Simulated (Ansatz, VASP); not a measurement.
**Cd12S (Cd(0001)): VASP beside Ansatz**

Wanted: the spread between two codes on one cell, functional and k mesh. The structure shown is the end of the VASP relaxation below.

Calculated with Ansatz 0.2.0; plane waves, with VASP 6.6.1 beside it; single point at RPBE.

## Step 1: The structure

The cell holds 13 atoms: 12 Cd and 1 S. Cell: a = 6.119 Å, b = 6.119 Å, c = 20.866 Å, α = 90.0°, β = 90.0°, γ = 60.0°. It derives from Cd. As first built, before any earlier steps moved the atoms (in the runner's words): S over the ontop site of Cd(0001). Vacuum lies along c.

As a file:

```xyz
13
Lattice="6.1194 0.0000 0.0000 3.0597 5.2995 0.0000 0.0000 0.0000 20.8655" Properties=species:S:1:pos:R:3
Cd    0.0000    0.0000    7.5000
Cd    3.0597    0.0000    7.5000
Cd    1.5298    2.6498    7.5000
Cd    4.5895    2.6498    7.5000
Cd    6.1194    1.7893   10.3365
Cd    3.0597    1.7665   11.4368
Cd    7.6295    4.4049   10.3365
Cd    4.6092    4.4049   10.3365
Cd    0.0000    0.0000   12.7758
Cd    6.1194    5.2921   14.4917
Cd    7.6428    2.6535   14.4917
Cd    4.5959    2.6535   14.4917
S     0.0000    0.0000   15.3231
```

## Step 2: VASP: relaxation, RPBE

This run makes the geometry at which the two programs are then compared.

Lines of VASP's logs that name or quote its potential files are left out, and so is its time.

Input file INCAR:

```
SYSTEM = Cd12S
PREC = Normal
ENCUT = 320
EDIFF = 1E-05
NELM = 120
ISMEAR = 1
SIGMA = 0.15
LREAL = Auto
ALGO = Fast
GGA = RP
NBANDS = 93
LORBIT = 11
LWAVE = .FALSE.
LCHARG = .FALSE.
KPAR = 4
IBRION = 2
NSW = 50
ISIF = 2
EDIFFG = -0.03
POTIM = 0.4
MAXMIX = 40
IDIPOL = 3
LDIPOL = .TRUE.
DIPOL = 0.5 0.5 0.52
```

Input file POSCAR:

```
Cd12S
1.0
    6.1193625834      0.0000000000      0.0000000000
    3.0596812917      5.2995234522      0.0000000000
    0.0000000000      0.0000000000     20.8655268963
Cd S
12 1
Selective dynamics
Direct
    0.0000000000      0.0000000000      0.3594445500  F F F
    0.5000000000      0.0000000000      0.3594445500  F F F
    0.0000000000      0.5000000000      0.3594445500  F F F
    0.5000000000      0.5000000000      0.3594445500  F F F
    0.8333333300      0.3333333300      0.5016713400  T T T
    0.3333333300      0.3333333300      0.5016713400  T T T
    0.8333333300      0.8333333300      0.5016713400  T T T
    0.3333333300      0.8333333300      0.5016713400  T T T
    0.0000000000      0.0000000000      0.6461360000  T T T
    0.5000000000      0.0000000000      0.6461360000  T T T
    0.0000000000      0.5000000000      0.6461360000  T T T
    0.5000000000      0.5000000000      0.6461360000  T T T
    0.0000000000      0.0000000000      0.7371952800  T T T
```

Input file KPOINTS:

```
Automatic mesh
0
Gamma
6 6 1
0 0 0
```

The projector-augmented-wave data sets are Cd and S (PBE family, release 64).

Command:

```
> mpirun -np 4 vasp_std
```

Numbers of over 12 decimals in the logs are rounded to 6 here.

The program printed:

```text
[banner, memory and clock lines left out]
running    4 mpi-ranks, on    1 nodes
 distrk:  each k-point on    1 cores,    4 groups
 distr:  one band on    1 cores,    1 groups

 POSCAR found type information on POSCAR CdS
 POSCAR found :  2 types and      13 ions
|                                                                             |
|               ----> ADVICE to this user running VASP <----                  |
|                                                                             |
|     You enforced a specific xc type in the INCAR file but a different       |
|     [... a line on the potential file left out ...]
|     I HOPE YOU KNOW WHAT YOU ARE DOING!                                     |
|                                                                             |

 LDA part: xc-table for (Slater+PW92), standard interpolation
 POSCAR, INCAR and KPOINTS ok, starting setup
 FFT: planning ... GRIDC
 FFT: planning ... GRID_SOFT
 FFT: planning ... GRID
 WAVECAR not read
 entering main loop
       N       E                     dE             d eps       ncg     rms          rms(c)
DAV:   1     0.805749220162E+03    0.80575E+03   -0.56738E+04  1510   0.957E+02
DAV:   2     0.296048134934E+02   -0.77614E+03   -0.75761E+03  1411   0.303E+02
DAV:   3    -0.587485912272E+01   -0.35480E+02   -0.34918E+02  1423   0.627E+01
DAV:   4    -0.653759754616E+01   -0.66274E+00   -0.66143E+00  1407   0.631E+00
DAV:   5    -0.655129925621E+01   -0.13702E-01   -0.13700E-01  1498   0.865E-01    0.216E+01
RMM:   6    -0.545918256934E+01    0.10921E+01   -0.39059E+00  1305   0.555E+00    0.120E+01
RMM:   7    -0.101735228788E+02   -0.47143E+01   -0.33066E+00  1304   0.407E+00    0.143E+01
RMM:   8    -0.444780823712E+01    0.57257E+01   -0.13480E+00  1308   0.301E+00    0.319E+00
RMM:   9    -0.424203615758E+01    0.20577E+00   -0.31733E-01  1312   0.129E+00    0.110E+00
RMM:  10    -0.423787182522E+01    0.41643E-02   -0.33386E-02  1325   0.559E-01    0.433E-01
RMM:  11    -0.423869202786E+01   -0.82020E-03   -0.10350E-02  1331   0.238E-01    0.293E-01
RMM:  12    -0.423920371802E+01   -0.51169E-03   -0.39911E-03  1311   0.167E-01    0.113E-01
RMM:  13    -0.423936861732E+01   -0.16490E-03   -0.95951E-04  1313   0.671E-02    0.762E-02
RMM:  14    -0.423996189513E+01   -0.59328E-03   -0.55381E-04  1254   0.513E-02    0.634E-02
RMM:  15    -0.424024573141E+01   -0.28384E-03   -0.15018E-04   935   0.264E-02    0.341E-02
RMM:  16    -0.424044868148E+01   -0.20295E-03   -0.88307E-05   934   0.164E-02    0.198E-02
RMM:  17    -0.424084938202E+01   -0.40070E-03   -0.13617E-04   964   0.185E-02    0.105E-02
RMM:  18    -0.424099069677E+01   -0.14131E-03   -0.24183E-05   852   0.995E-03    0.655E-03
RMM:  19    -0.424104955670E+01   -0.58860E-04   -0.16232E-05   788   0.663E-03    0.416E-03
RMM:  20    -0.424106196387E+01   -0.12407E-04   -0.20952E-06   450   0.351E-03    0.286E-03
RMM:  21    -0.424106681868E+01   -0.48548E-05   -0.78562E-07   501   0.296E-03
   1 F= -.42410668E+01 E0= -.42330014E+01  d E =-.424107E+01
[... from here on, the cycles between the ionic steps are left out ...]
  35 F= -.73813457E+01 E0= -.73846728E+01  d E =-.169059E-01
  36 F= -.73814157E+01 E0= -.73848044E+01  d E =-.169759E-01
  37 F= -.73843543E+01 E0= -.73878917E+01  d E =-.293862E-02
  38 F= -.73866586E+01 E0= -.73904873E+01  d E =-.524288E-02
  39 F= -.73879573E+01 E0= -.73916837E+01  d E =-.129869E-02
  40 F= -.73889723E+01 E0= -.73925864E+01  d E =-.231375E-02
  41 F= -.73895782E+01 E0= -.73929579E+01  d E =-.291966E-02
  42 F= -.73895638E+01 E0= -.73930389E+01  d E =-.290523E-02
  43 F= -.73896157E+01 E0= -.73930460E+01  d E =-.295714E-02
  44 F= -.73905148E+01 E0= -.73938055E+01  d E =-.899052E-03
  45 F= -.73907036E+01 E0= -.73939517E+01  d E =-.108790E-02
 curvature:  -2.21 expect dE=-0.428E-03 dE for cont linesearch -0.615E-04
 ZBRENT: increasing intervall
 opt :   2.9633  next Energy=    -7.390813 (dE=-0.120E-02)
 bond charge predicted
       N       E                     dE             d eps       ncg     rms          rms(c)
DAV:   1    -0.739055081892E+01    0.15298E-03   -0.41226E-01  1312   0.201E+00    0.134E-01
RMM:   2    -0.739086205530E+01   -0.31124E-03   -0.31706E-03  1314   0.179E-01    0.920E-02
RMM:   3    -0.739092427524E+01   -0.62220E-04   -0.63487E-04  1334   0.696E-02    0.598E-02
RMM:   4    -0.739092958174E+01   -0.53065E-05   -0.87416E-05   984   0.257E-02
  46 F= -.73909296E+01 E0= -.73940939E+01  d E =-.131388E-02
 curvature:  -3.92 expect dE=-0.629E-03 dE for cont linesearch -0.106E-04
 trial: gam= 0.10967 g(F)=  0.160E-03 g(S)=  0.000E+00 ort =-0.704E-04 (trialstep = 0.180E+01)
 search vector abs. value=  0.167E-03
 reached required accuracy - stopping structural energy minimisation
```

From OUTCAR (step 2):

```text
ion  position               nearest neighbor table
   1  0.000  0.000  0.359-   2 3.06   2 3.06   3 3.06   4 3.06   3 3.06   4 3.06   8 3.45   5 3.45
                             7 3.45
   2  0.500  0.000  0.359-   1 3.06   1 3.06   3 3.06   4 3.06   4 3.06   3 3.06   7 3.45   6 3.45
                             8 3.45
   3  0.000  0.500  0.359-   4 3.06   4 3.06   1 3.06   2 3.06   2 3.06   1 3.06   6 3.45   7 3.45
                             5 3.45
   4  0.500  0.500  0.359-   3 3.06   3 3.06   1 3.06   2 3.06   1 3.06   2 3.06   5 3.45   8 3.45
                             6 3.45
   5  0.833  0.333  0.502-   6 3.06   6 3.06   7 3.06   8 3.06   7 3.06   8 3.06   4 3.45   1 3.45
                             3 3.45  12 3.49   9 3.49  11 3.49
   6  0.333  0.333  0.502-   5 3.06   5 3.06   7 3.06   8 3.06   8 3.06   7 3.06   3 3.45   2 3.45
                             4 3.45  11 3.49  10 3.49  12 3.49
   7  0.833  0.833  0.502-   8 3.06   8 3.06   5 3.06   6 3.06   6 3.06   5 3.06   2 3.45   3 3.45
                             1 3.45  10 3.49  11 3.49   9 3.49
   8  0.333  0.833  0.502-   7 3.06   7 3.06   5 3.06   6 3.06   5 3.06   6 3.06   1 3.45   4 3.45
                             2 3.45   9 3.49  12 3.49  10 3.49
   9  0.000  0.000  0.646-  13 1.90  10 3.06  10 3.06  11 3.06  12 3.06  11 3.06  12 3.06   8 3.49
                             5 3.49   7 3.49
  10  0.500  0.000  0.646-   9 3.06   9 3.06  11 3.06  12 3.06  12 3.06  11 3.06   7 3.49   6 3.49
                             8 3.49
  11  0.000  0.500  0.646-  12 3.06  12 3.06   9 3.06  10 3.06  10 3.06   9 3.06   6 3.49   7 3.49
                             5 3.49
  12  0.500  0.500  0.646-  11 3.06  11 3.06   9 3.06  10 3.06   9 3.06  10 3.06   5 3.49   8 3.49
                             6 3.49
  13  0.000  0.000  0.737-   9 1.90

  LATTYP: Found a hexagonal cell.
 ALAT       =     6.1193625834
 C/A-ratio  =     3.4097549560

 Subroutine GETGRP returns: Found  6 space group operations
 (whereof  6 operations were pure point group operations)

The static configuration has the point symmetry C_3v.

 Found      7 irreducible k-points:

   k-points           NKPTS =      7   k-points in BZ     NKDIM =      7   number of bands    NBANDS=     93

   dimension x,y,z NGX =    28 NGY =   28 NGZ =   96
   dimension x,y,z NGXF=    56 NGYF=   56 NGZF=  192

   ENCUT  =  320.0 eV  23.52 Ry    4.85 a.u.   8.93  8.93 30.43*2*pi/ulx,y,z

   NELECT =     150.0000    total number of electrons

 k-points in reciprocal lattice and weights: Automatic mesh
   0.00000000  0.00000000  0.00000000       0.028
   0.16666667 -0.00000000  0.00000000       0.167
   0.33333333  0.00000000  0.00000000       0.167
   0.50000000  0.00000000  0.00000000       0.083
   0.33333333  0.16666667  0.00000000       0.167
   0.50000000  0.16666667  0.00000000       0.333
  -0.33333333  0.33333333  0.00000000       0.056

 dipolmoment           0.000000      0.000000      0.104997 electrons x Angstroem

 average (electrostatic) potential at core
       1 -43.1820       2 -43.2093       3 -43.2093       4 -43.2093       5 -43.2447
       6 -43.1017       7 -43.2447       8 -43.2447       9 -43.2202      10 -43.1464
      11 -43.1464      12 -43.1464      13 -92.4612

 E-fermi :  -0.8598

 k-point     1 :       0.0000    0.0000    0.0000
  band No.  band energies     occupation
    ...
     73      -1.9150      2.00000
     74      -1.7914      2.00000
     75      -1.5627      2.00000
     76      -0.8804      1.22978
     77      -0.8804      1.22948
     78      -0.7234     -0.02599
     79      -0.7234     -0.02600
     80      -0.5959     -0.03206
     81      -0.3186     -0.00000
     82      -0.0605     -0.00000
    ...

 k-point     2 :       0.1667   -0.0000    0.0000
  band No.  band energies     occupation
    ...
     71      -2.6932      2.00000
     72      -2.4016      2.00000
     73      -2.1039      2.00000
     74      -1.5273      2.00000
     75      -1.4693      2.00000
     76      -0.7271     -0.01722
     77      -0.6912     -0.06734
     78      -0.4947     -0.00310
     79      -0.1686     -0.00000
     80       0.0674     -0.00000
    ...

 k-point     3 :       0.3333    0.0000    0.0000
  band No.  band energies     occupation
    ...
     71      -3.2094      2.00000
     72      -2.3784      2.00000
     73      -1.9097      2.00000
     74      -1.8689      2.00000
     75      -1.7305      2.00000
     76      -0.5290     -0.00778
     77      -0.2414     -0.00000
     78       0.2669     -0.00000
     79       0.6103     -0.00000
     80       0.6370     -0.00000
    ...

  Total       -2.9338767     -2.9338767     -0.6097746     -0.0000000     -0.0000000     -0.0000000
  in kB       -6.9467245     -6.9467245     -1.4438017     -0.0000000     -0.0000000     -0.0000000
  external PRESSURE =      -5.1124169 kB  Pullay stress =       0.0000000 kB

  energy-cutoff  :      320.00
  volume of cell :      676.66
      direct lattice vectors                 reciprocal lattice vectors
     6.119362583  0.000000000  0.000000000     0.163415713 -0.094348106  0.000000000
     3.059681292  5.299523452  0.000000000     0.000000000  0.188696212  0.000000000
     0.000000000  0.000000000 20.865526896     0.000000000  0.000000000  0.047925940

 POSITION                                       TOTAL-FORCE (eV/Angst)
 -----------------------------------------------------------------------------------
      0.00000      0.00000      7.50000         0.000000     -0.000000      0.085580
      3.05968      0.00000      7.50000        -0.000000      0.085061     -0.033938
      1.52984      2.64976      7.50000         0.073665     -0.042530     -0.033938
      4.58952      2.64976      7.50000        -0.073665     -0.042530     -0.033938
      6.11936      1.78928     10.33654         0.000000      0.008842      0.018602
      3.05968      1.76651     11.43681         0.000000     -0.000000      0.015297
      7.62948      4.40488     10.33654        -0.007657     -0.004421      0.018602
      4.60924      4.40488     10.33654         0.007657     -0.004421      0.018602
      0.00000      0.00000     12.77576         0.000000     -0.000000     -0.008452
      6.11936      5.29210     14.49174         0.000000     -0.025472     -0.008832
      7.64278      2.65347     14.49174        -0.022059      0.012736     -0.008832
      4.59595      2.65347     14.49174         0.022059      0.012736     -0.008832
      0.00000      0.00000     15.32311         0.000000     -0.000000     -0.019923
 -----------------------------------------------------------------------------------
    total drift:                                0.000036      0.000021      0.044018

  FREE ENERGIE OF THE ION-ELECTRON SYSTEM (eV)
  ---------------------------------------------------
  free  energy   TOTEN  =        -7.3909295817 eV

  energy  without entropy=       -7.4004224045  energy(sigma->0) =       -7.39409386

 reached required accuracy - stopping structural energy minimisation

 vacuum level on the upper side and lower side of the slab         3.017         2.436

 total charge
# of ion       s       p       d       tot
------------------------------------------
    1        0.529   0.255   9.466  10.251
    2        0.543   0.236   9.471  10.250
    3        0.543   0.236   9.471  10.250
    4        0.543   0.236   9.471  10.250
    5        0.533   0.253   9.469  10.254
    6        0.537   0.191   9.481  10.208
    7        0.533   0.253   9.469  10.254
    8        0.533   0.253   9.469  10.254
    9        0.533   0.232   9.492  10.257
   10        0.545   0.181   9.491  10.217
   11        0.545   0.181   9.491  10.217
   12        0.545   0.181   9.491  10.217
   13        1.381   2.253   0.000   3.634
--------------------------------------------------
tot          7.843   4.940 113.732 126.516

[... 3 further parts left out ...]
```

CONTCAR:

```
Cd12S
   1.00000000000000
     6.1193625834000001    0.0000000000000000    0.0000000000000000
     3.0596812917000000    5.2995234521999999    0.0000000000000000
     0.0000000000000000    0.0000000000000000   20.8655268963000005
  Cd              S
    12     1
Selective dynamics
Direct
     0.0000000000000000    0.0000000000000000    0.3594445499999992   F   F   F
     0.5000000000000000    0.0000000000000000    0.3594445499999992   F   F   F
     0.0000000000000000    0.5000000000000000    0.3594445499999992   F   F   F
     0.5000000000000000    0.5000000000000000    0.3594445499999992   F   F   F
     0.8311848046737487    0.3376303806525084    0.4953882880524014   T   T   T
     0.3333333300000021    0.3333333300000021    0.5481199358791622   T   T   T
     0.8311848046737487    0.8311848046737487    0.4953882880524014   T   T   T
     0.3376303806525083    0.8311848046737487    0.4953882880524014   T   T   T
     0.0000000000000000    0.0000000000000000    0.6122903594142542   T   T   T
     0.5007000055924881    0.9985999888150235    0.6945301375631823   T   T   T
     0.9985999888150235    0.5007000055924881    0.6945301375631823   T   T   T
     0.5007000055924881    0.5007000055924881    0.6945301375631823   T   T   T
     0.0000000000000000    0.0000000000000000    0.7343746022469839   T   T   T
```

(Part 1 of 2 ends here.)

[Lines on the potential files, build, host, timing and source positions are cut from VASP's logs without a mark.]

[Logs are printed without paths, hosts, clocks, repeated set-up lines and the standing remarks that a program may print on its own settings, such as how far it seeks lower states.]

[Hosts, paths, dates, database ids (printed as entryN), source tags and the programs' standing remarks are cut or masked in the printed files.]
